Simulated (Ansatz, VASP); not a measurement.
# HfRu3 in VASP and in Ansatz

```
Hf Ru
1.0
     3.95577    0.00000    0.00000
     0.00000    3.95577    0.00000
     0.00000    0.00000    3.95577
Hf Ru
1 3
Cartesian
  0.0276 -0.0068 -0.0237
  0.0101 1.9725 2.0107
  1.9638 0.0717 1.9691
  2.0008 1.9650 0.0225
```

Change from the starting cell: atoms moved at random, drawn with an rms of 0.05 Å.

Alike in both runs: task single point; functional PBE; k mesh 7 × 7 × 7; occupations fermi-dirac, width 0.05 eV; no spin polarisation.

```csv
,VASP,Ansatz
version,VASP 6.6.1,Ansatz 0.2.0
potentials or method,"VASP PAW PBE potentials, release 64 (Hf_pv, Ru_pv)",Ansatz PAW
plane-wave cutoff (eV),520,420
valence electrons in the cell,52,74
```

VASP gave:

| Item | Value |
| --- | --- |
| gap on the k mesh at the Fermi level (eV) | none |
| pressure (GPa) | -1.4 |
| largest component of the traceless stress (GPa) | 0.17 |
| rms of the force components (eV/Å) | 0.240 |

Task: What did Ansatz give for the same quantities?

Result: gap on the k mesh at the Fermi level (eV): none; pressure (GPa): -0.6; largest component of the traceless stress (GPa): 0.17; rms of the force components (eV/Å): 0.243.

Atom by atom the forces differ by 0.006 eV/Å (rms over components). A gap of «none» marks a metal or a gap that the smearing closes. The two sets of potentials don't hold the same shells in valence.

The runs have no spin-orbit coupling, so splittings on Hf are missing.
